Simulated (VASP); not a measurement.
These are TPSS meta-GGA, VASP's PBE PAW potentials (set 64) (plane waves; VASP) values and carry that method's errors.

VASP input:

### INCAR
```
ALGO=Normal
EDIFF=1E-6
EDIFFG=-0.01
ENCUT=520
IBRION=2
ISIF=3
ISMEAR=1
LASPH=.True.
LCHARG=.False.
LMAXMIX=6
LMIXTAU=.True.
LREAL=.False.
LWAVE=.False.
METAGGA=TPSS
NELM=100
NSW=60
PREC=Accurate
SIGMA=0.1
SYSTEM=Pt
```

POSCAR:
```
Pt
1.0
  0.0000000000   1.9600000000   1.9600000000
  1.9600000000   0.0000000000   1.9600000000
  1.9600000000   1.9600000000   0.0000000000
Pt
1
direct
  0.0000000000   0.0000000000   0.0000000000
```

File KPOINTS:
```
Automatic mesh
0
Gamma
14 14 14
0 0 0
```

POTCAR, in this order: Pt (PBE.64 set). Program: vasp_std.

Unless said otherwise, spin-orbit coupling is left out, though it shifts the bands of the heavy elements here.

Estimate the energy per atom (σ→0), volume per atom, band gap (on the k-mesh).

| Item | Result |
|---|---|
| energy per atom (σ→0) | -6663 meV/atom |
| band gap (on the k-mesh) | none (metal, semimetal or under 0.01 eV) |
| volume per atom | 15.34 Å³/atom |

OSZICAR:
```
...
DAV:   4    -0.665779131857E+01    0.40806E-02   -0.16294E-02  1924   0.104E+00    0.133E-01
DAV:   5    -0.666319218662E+01   -0.54009E-02   -0.95631E-03  1897   0.780E-01    0.420E-02
DAV:   6    -0.666337274610E+01   -0.18056E-03   -0.20949E-04  1902   0.120E-01    0.115E-02
DAV:   7    -0.666335219941E+01    0.20547E-04   -0.51628E-05  1886   0.712E-02    0.156E-02
DAV:   8    -0.666337877173E+01   -0.26572E-04   -0.55511E-05  1880   0.700E-02    0.190E-03
DAV:   9    -0.666337991582E+01   -0.11441E-05   -0.74081E-07  1282   0.857E-03    0.517E-04
DAV:  10    -0.666337993275E+01   -0.16926E-07   -0.12841E-08   943   0.119E-03
   3 F= -.66633799E+01 E0= -.66634574E+01  d E =-.437509E-02
```

The compound is Pt in the fcc structure. This run relaxes it. Symmetry was kept, so distortions that lower it aren't found.
